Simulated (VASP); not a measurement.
These are revPBE GGA, VASP's PBE PAW potentials (set 64) (plane waves; VASP) values and carry that method's errors.

The input files of a VASP run:

POSCAR:
```
V
1
   -1.4915609235     1.4915609235     1.4915609235
    1.4915609235    -1.4915609235     1.4915609235
    1.4915609235     1.4915609235    -1.4915609235
V
1
Direct
  0.0000000000   0.0000000000   0.0000000000
```

**INCAR**
```
# general
SYSTEM =V
PREC   =Accurate
ENCUT  =520   # plane-wave cut-off (eV)
LREAL  =.FALSE.
LASPH  =.TRUE.   # aspherical one-centre terms

# electronic loop
EDIFF  =1E-7   # SCF stop (eV)
NELM   =100   # most electronic steps
ALGO   =Normal   # blocked Davidson
LMAXMIX=4   # l cut-off of mixed one-centre charges

# smearing
ISMEAR =1
SIGMA  =0.1

# functional
GGA    =RE

# ions
ISIF   =2

# output
LWAVE  =.FALSE.
LCHARG =.FALSE.
```

### KPOINTS
```
Regular mesh
0
gamma
17 17 17
0 0 0
```

POTCAR, in this order: V_sv (PBE.64 set). Program: vasp_std.

Output

OSZICAR:
```
       N       E                     dE             d eps       ncg     rms          rms(c)
DAV:   1     0.862372551713E+02    0.86237E+02   -0.73349E+03  3310   0.142E+03
DAV:   2    -0.845454303503E+01   -0.94692E+02   -0.92893E+02  3406   0.368E+02
DAV:   3    -0.992011345173E+01   -0.14656E+01   -0.14378E+01  3460   0.541E+01
DAV:   4    -0.993148858594E+01   -0.11375E-01   -0.11355E-01  3354   0.466E+00
DAV:   5    -0.993159650709E+01   -0.10792E-03   -0.10792E-03  3440   0.488E-01    0.184E+01
DAV:   6    -0.862408803238E+01    0.13075E+01   -0.52347E+00  3314   0.346E+01    0.188E+00
DAV:   7    -0.860724857712E+01    0.16839E-01   -0.21449E-02  3330   0.203E+00    0.954E-01
DAV:   8    -0.860025178779E+01    0.69968E-02   -0.62604E-03  3318   0.138E+00    0.611E-02
DAV:   9    -0.860029408954E+01   -0.42302E-04   -0.81368E-05  3346   0.153E-01    0.336E-02
DAV:  10    -0.860029850250E+01   -0.44130E-05   -0.11146E-05  3308   0.418E-02    0.144E-03
DAV:  11    -0.860029951950E+01   -0.10170E-05   -0.54927E-08  1842   0.396E-03    0.628E-04
DAV:  12    -0.860029999057E+01   -0.47107E-06   -0.25628E-08  1650   0.283E-03    0.306E-04
DAV:  13    -0.860030001979E+01   -0.29222E-07   -0.31138E-09  1650   0.986E-04
   1 F= -.86003000E+01 E0= -.85999074E+01  d E =-.117773E-02
```

OUTCAR:
```
------------------------ aborting loop because EDIFF is reached ----------------------------------------
  FORCE on cell =-STRESS in cart. coord.  units (eV):
  Direction    XX          YY          ZZ          XY          YZ          ZX
  --------------------------------------------------------------------------------------
  Total        0.5116979      0.5116979      0.5116979     -0.0000000     -0.0000000      0.0000000
  in kB       61.7648263     61.7648263     61.7648263     -0.0000000     -0.0000000      0.0000000
  external PRESSURE =      61.7648263 kB  Pullay stress =       0.0000000 kB
  volume of cell :       13.27
      direct lattice vectors                 reciprocal lattice vectors
    -1.491560924  1.491560924  1.491560924     0.000000000  0.335219294  0.335219294
     1.491560924 -1.491560924  1.491560924     0.335219294  0.000000000  0.335219294
     1.491560924  1.491560924 -1.491560924     0.335219294  0.335219294  0.000000000
 POSITION                                       TOTAL-FORCE (eV/Angst)
 -----------------------------------------------------------------------------------
      0.00000      0.00000      0.00000        -0.000000      0.000000     -0.000000
 -----------------------------------------------------------------------------------
    total drift:                               -0.000000     -0.000000      0.000000
  FREE ENERGIE OF THE ION-ELECTRON SYSTEM (eV)
  ---------------------------------------------------
  free  energy   TOTEN  =        -8.6003000198 eV

  energy  without entropy=       -8.5991222925  energy(sigma->0) =       -8.59990744
```
(Selected blocks of OUTCAR.)

The compound is V in the bcc structure. This cell is one point of a volume scan, at 0.97 of the reference volume. The run is not spin-polarised, so no magnetic state was tried.
